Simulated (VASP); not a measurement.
Given:

```
Mg2Si
1.0
    0.00000     2.94493     2.94493
    2.94493     0.00000     2.94493
    2.94493     2.94493     0.00000
Mg Si
2 1
Direct
  0.25000   0.25000   0.25000
  0.75000   0.75000   0.75000
  0.00000   0.00000   0.00000
```

These are PBE GGA, VASP's PBE PAW potentials (set 64) (plane waves; VASP) values and carry that method's errors. Settings: 500 eV cut-off, 9×9×9 Γ-centred mesh, first-order Methfessel-Paxton smearing of 0.10 eV, potentials Mg Si.

Q: What does the run give for the energy per atom (σ→0), pressure, band gap (on the k-mesh) with the smallest direct gap where there is one?

A: 
- band gap (on the k-mesh) = none (metal, semimetal or under 0.01 eV)
- energy per atom (σ→0) = -2.745 eV/atom
- pressure = 19.93 GPa

Total energies compare only between runs with the same potentials, cut-off and functional.

The compound is Mg2Si in the antifluorite structure. It was relaxed first under an external pressure of 20 GPa.
